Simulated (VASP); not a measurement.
Output of a VASP run:

File OSZICAR:
```
       N       E                     dE             d eps       ncg     rms          rms(c)
DAV:   1     0.221248095498E+02    0.22125E+02   -0.44965E+03  2096   0.101E+03
DAV:   2    -0.144218587733E+02   -0.36547E+02   -0.35891E+02  3080   0.181E+02
DAV:   3    -0.152974360217E+02   -0.87558E+00   -0.87485E+00  3160   0.353E+01
DAV:   4    -0.153022599921E+02   -0.48240E-02   -0.48451E-02  3536   0.239E+00
DAV:   5    -0.153022652586E+02   -0.52665E-05   -0.52926E-05  3312   0.685E-02    0.446E+00
DAV:   6    -0.191179572714E+02   -0.38157E+01   -0.10577E+01  2024   0.504E+01    0.295E+00
DAV:   7    -0.182997034049E+02    0.81825E+00   -0.35437E+00  2464   0.181E+01    0.118E+00
DAV:   8    -0.190990791751E+02   -0.79938E+00   -0.86441E-01  2032   0.125E+01    0.496E-01
DAV:   9    -0.191174371886E+02   -0.18358E-01   -0.84910E-02  2648   0.393E+00    0.246E-01
DAV:  10    -0.185524093639E+02    0.56503E+00   -0.13045E+00  2024   0.157E+01    0.299E-01
DAV:  11    -0.191363163574E+02   -0.58391E+00   -0.86478E-01  2016   0.122E+01    0.268E-02
DAV:  12    -0.191531858731E+02   -0.16870E-01   -0.16027E-02  2696   0.159E+00    0.679E-02
DAV:  13    -0.191530548217E+02    0.13105E-03   -0.11850E-04  2688   0.138E-01    0.617E-02
DAV:  14    -0.191530417186E+02    0.13103E-04   -0.48734E-04  2480   0.217E-01    0.210E-02
DAV:  15    -0.191530561949E+02   -0.14476E-04   -0.40888E-05  2200   0.950E-02    0.200E-02
DAV:  16    -0.191530793039E+02   -0.23109E-04   -0.57073E-06  2592   0.360E-02    0.137E-02
DAV:  17    -0.191530865096E+02   -0.72058E-05   -0.26520E-06  2640   0.192E-02    0.887E-03
DAV:  18    -0.191530873311E+02   -0.82144E-06   -0.47045E-07  2512   0.938E-03    0.584E-03
DAV:  19    -0.191530863024E+02    0.10287E-05   -0.11605E-06  2512   0.109E-02    0.200E-03
DAV:  20    -0.191530868915E+02   -0.58918E-06   -0.12295E-07  2360   0.512E-03    0.662E-04
DAV:  21    -0.191530862188E+02    0.67272E-06   -0.36850E-08  1200   0.237E-03    0.654E-05
DAV:  22    -0.191530863434E+02   -0.12455E-06   -0.87451E-09  1080   0.166E-03    0.977E-05
DAV:  23    -0.191530864315E+02   -0.88146E-07   -0.45283E-10  1056   0.268E-04
   1 F= -.19153086E+02 E0= -.19153086E+02  d E =0.000000E+00
       N       E                     dE             ncg
```

OUTCAR:
```
------------------------ aborting loop because EDIFF is reached ----------------------------------------
  FORCE on cell =-STRESS in cart. coord.  units (eV):
  Direction    XX          YY          ZZ          XY          YZ          ZX
  --------------------------------------------------------------------------------------
  Total       -0.2079427     -0.2079426      0.3237402     -0.0000000     -0.0000000      0.0000000
  in kB      -11.6758578    -11.6758535     18.1778170     -0.0000000     -0.0000000      0.0000000
  external PRESSURE =      -1.7246314 kB  Pullay stress =       0.0000000 kB
  volume of cell :       28.53
      direct lattice vectors                 reciprocal lattice vectors
     1.538482521 -2.664729402  0.000000000     0.324995567 -0.187636313  0.000000000
     1.538482521  2.664729402  0.000000000     0.324995567  0.187636313  0.000000000
     0.000000000  0.000000000  3.480084614     0.000000000  0.000000000  0.287349335
 POSITION                                       TOTAL-FORCE (eV/Angst)
 -----------------------------------------------------------------------------------
      0.00000      0.00000      0.00000        -0.000000     -0.000000      0.000000
      1.53848      0.88824      1.74004         0.000000     -0.000000      0.000000
      1.53848     -0.88824      1.74004        -0.000000      0.000000      0.000000
 -----------------------------------------------------------------------------------
    total drift:                                0.000000     -0.000000      0.000000
  FREE ENERGIE OF THE ION-ELECTRON SYSTEM (eV)
  ---------------------------------------------------
  free  energy   TOTEN  =       -19.1530864315 eV

  energy  without entropy=      -19.1530864315  energy(sigma->0) =      -19.15308643

 total charge

# of ion       s       p       d       tot
------------------------------------------
    1        0.161   0.181   0.058   0.400
    2        0.701   1.236   0.000   1.936
    3        0.701   1.236   0.000   1.936
--------------------------------------------------
tot          1.562   2.653   0.058   4.273

 Electric field gradients after diagonalization (V/A^2)
 (convention: |V_zz| > |V_xx| > |V_yy|)
----------------------------------------------------------------------
 ion       V_xx      V_yy      V_zz     asymmetry (V_yy - V_xx)/ V_zz
----------------------------------------------------------------------
   1       0.416     0.416    -0.831       0.000
   2      -9.338    -9.338    18.675       0.000
   3      -9.338    -9.338    18.675       0.000
```
(Selected blocks of OUTCAR.)

**POSCAR**
```
MgB2
1
    1.5384825213    -2.6647294022    -0.0000000000
    1.5384825213     2.6647294022     0.0000000000
   -0.0000000000    -0.0000000000     3.4800846136
Mg B
1 2
Direct
  0.0000000000   0.0000000000   0.0000000000
  0.3333330000   0.6666670000   0.5000000000
  0.6666670000   0.3333330000   0.5000000000
```

**Question.** Reconstruct the remaining input files.

**Answer.** One answer among several that fit: the input of the run itself, revTPSS meta-GGA, plane waves, VASP's PBE PAW potentials (set 64).

KPOINTS:
```
Automatic mesh
0
Gamma
13 13 10
0 0 0
```

### KPOINTS_OPT
```
k-points along high-symmetry lines
6
Line-mode
Reciprocal
  0.000000   0.000000   0.000000 ! GAMMA
  0.000000   0.500000   0.000000 ! M

  0.000000   0.500000   0.000000 ! M
 -0.333333   0.666667   0.000000 ! K

 -0.333333   0.666667   0.000000 ! K
  0.000000   0.000000   0.000000 ! GAMMA

  0.000000   0.000000   0.000000 ! GAMMA
  0.000000   0.000000   0.500000 ! A

  0.000000   0.000000   0.500000 ! A
  0.000000   0.500000   0.500000 ! L

  0.000000   0.500000   0.500000 ! L
 -0.333333   0.666667   0.500000 ! H

 -0.333333   0.666667   0.500000 ! H
  0.000000   0.000000   0.500000 ! A

  0.000000   0.500000   0.500000 ! L
  0.000000   0.500000   0.000000 ! M

 -0.333333   0.666667   0.500000 ! H
 -0.333333   0.666667   0.000000 ! K
```

**INCAR**
```
ALGO = Normal
EDIFF = 1E-7
ENCUT = 520
ISIF = 2
ISMEAR = -5
LASPH = .TRUE.
LCHARG = .FALSE.
LEFG = .TRUE.
LMIXTAU = .TRUE.
LORBIT = 11
LREAL = .FALSE.
LWAVE = .FALSE.
METAGGA = RTPSS
NEDOS = 601
NELM = 100
PREC = Accurate
SYSTEM = MgB2
```

POTCAR, in this order: Mg B (PBE.64 set). Program: vasp_std.

For a metal the tetrahedron method with Blöchl corrections gives inexact stress and forces.

The compound is MgB2 in the AlB2 type structure. It was relaxed first.
